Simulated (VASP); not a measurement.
# NbSi (relaxed from the NiAs type structure, space group P6_3/mmc): computed properties

The numbers are results of PBEsol GGA, VASP's PBE PAW potentials (set 64) (plane waves; VASP 6.6.1), not measurements.

| Property | Value |
|---|---|
| space group | P6_3/mmc (194) |
| cell | a = b = 3.005 Å, c = 8.029 Å, α = β = 90.00°, γ = 120.00° |
| volume per atom | 15.70 Å³/atom |
| band gap (over mesh and band path) | none (metal, semimetal or under 0.01 eV) |
| density | 6.40 g/cm³ |

```cif
data_Nb2Si2
_chemical_formula_sum 'Nb2 Si2'
_space_group_name_H-M_alt 'P 1'
_space_group_IT_number 1
_cell_length_a 3.00518
_cell_length_b 3.00518
_cell_length_c 8.02946
_cell_angle_alpha 90.000
_cell_angle_beta 90.000
_cell_angle_gamma 120.000
loop_
_space_group_symop_operation_xyz
  'x, y, z'
loop_
_atom_site_label
_atom_site_type_symbol
_atom_site_fract_x
_atom_site_fract_y
_atom_site_fract_z
_atom_site_occupancy
Nb1 Nb 0.00000 0.00000 0.00000 1
Nb2 Nb 0.00000 0.00000 0.50000 1
Si1 Si 0.33333 0.66667 0.25000 1
Si2 Si 0.66667 0.33333 0.75000 1
```

The structure was generated: NbSi was put into the NiAs type type (P6_3/mmc), which need not be its known phase. It was relaxed first, which changed the volume by -38 %. Symmetry was kept, so distortions that lower it aren't found.
